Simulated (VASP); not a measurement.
VASP input:

File KPOINTS:
```
Automatic mesh
0
Gamma
6 6 6
0 0 0
```

### INCAR
```
SYSTEM = CdS
PREC = Accurate
ENCUT = 400
EDIFF = 1E-6
NELM = 100
ALGO = Normal
LREAL = .FALSE.
LASPH = .TRUE.
ISMEAR = 0
SIGMA = 0.05
GGA = PE
LMAXMIX = 4
LWAVE = .FALSE.
LCHARG = .FALSE.
ISIF = 2
```

File POSCAR:
```
CdS
1
    2.9682000000     0.0000000000     2.9682000000
    0.0000000000     2.9682000000     2.9682000000
    2.9682000000     2.9682000000     0.0000000000
Cd S
1 1
Direct
  0.0000000000   0.0000000000   0.0000000000
  0.2500000000   0.2500000000   0.2500000000
```

POTCAR, in this order: Cd S (PBE.64 set). Program: vasp_std.

The resulting files:

**standard output**
```
 -----------------------------------------------------------------------------
|                                                                             |
|     EEEEEEE  RRRRRR   RRRRRR   OOOOOOO  RRRRRR      ###     ###     ###     |
|     E        R     R  R     R  O     O  R     R     ###     ###     ###     |
|     E        R     R  R     R  O     O  R     R     ###     ###     ###     |
|     EEEEE    RRRRRR   RRRRRR   O     O  RRRRRR       #       #       #      |
|     E        R   R    R   R    O     O  R   R                               |
|     E        R    R   R    R   O     O  R    R      ###     ###     ###     |
|     EEEEEEE  R     R  R     R  OOOOOOO  R     R     ###     ###     ###     |
|                                                                             |
|     ERROR: the triple product of the basis vectors is negative exchange     |
|     two basis vectors                                                       |
|                                                                             |
|       ---->  I REFUSE TO CONTINUE WITH THIS SICK JOB ... BYE!!! <----       |
|                                                                             |
 -----------------------------------------------------------------------------
```

**Question.** Read the log: what went wrong, and how is it fixed?

**Answer.** The cause: the lattice vectors form a left-handed set. VASP stops with an error: ERROR: the triple product of the basis vectors is negative exchange two basis vectors ----> I REFUSE TO CONTINUE WITH THIS SICK JOB ... BYE!!! <---- To mend it, correct POSCAR.
**POSCAR**
```
CdS
1
    0.0000000000     2.9682000000     2.9682000000
    2.9682000000     0.0000000000     2.9682000000
    2.9682000000     2.9682000000     0.0000000000
Cd S
1 1
Direct
  0.0000000000   0.0000000000   0.0000000000
  0.2500000000   0.2500000000   0.2500000000
```
The mended run (PBE GGA, plane waves, VASP's PBE PAW potentials (set 64)) converges, and its OSZICAR ends with
```
   1 F= -.61426666E+01 E0= -.61426666E+01  d E =-.214088E-16
```

The compound is CdS in the zinc blende structure, a metastable form; wurtzite is the usual one. The cell was not relaxed at this level.
